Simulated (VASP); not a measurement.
Consider the following.

```
CELL_PARAMETERS angstrom
      2.28153    -3.95172     0.00000
      2.28153     3.95172     0.00000
      0.00000     0.00000     7.03535
ATOMIC_POSITIONS crystal
  Pb 0.00000 0.00000 0.00000
  I  0.33333 0.66667 0.26931
  I  0.66667 0.33333 0.73069
```

Level of theory: optB86b-vdW, VASP's PBE PAW potentials (set 64) (plane waves; VASP). Settings: 520 eV cut-off, Gaussian smearing of 0.050 eV, potentials Pb_d I.

Unless said otherwise, spin-orbit coupling is left out, though it shifts the bands of the heavy elements here.

Q: Give the energies of bands 8 to 17 at the high-symmetry points, in eV from the valence-band maximum.

A: 
| band | Γ | M | K | A | L | H |
|---|---|---|---|---|---|---|
| 8 | -7.04 | -7.46 | -7.54 | -6.85 | -7.49 | -7.53 |
| 9 | -1.21 | -2.88 | -2.44 | -1.95 | -3.33 | -2.93 |
| 10 | -0.96 | -2.40 | -2.44 | -1.11 | -1.78 | -2.93 |
| 11 | -0.96 | -2.01 | -2.27 | -1.11 | -1.72 | -2.64 |
| 12 | -0.90 | -1.64 | -1.65 | -0.70 | -1.38 | -0.76 |
| 13 | -0.90 | -0.75 | -1.65 | -0.70 | -1.14 | -0.76 |
| 14 | -0.74 | -0.39 | -0.81 | 0.00 | -0.71 | -0.17 |
| 15 | 2.45 | 2.75 | 4.10 | 2.17 | 3.08 | 3.17 |
| 16 | 3.28 | 3.54 | 4.10 | 3.10 | 3.61 | 3.17 |
| 17 | 3.28 | 4.51 | 4.45 | 3.10 | 3.99 | 4.00 |

The gap is direct, 2.17 eV, from the valence maximum at A to the conduction minimum at A.

Measured: gap 2.40 eV (computed value off by -0.23 eV), as given by Wikipedia, List of semiconductor materials.

The compound is PbI2 in the 1T layered structure. It was relaxed first.
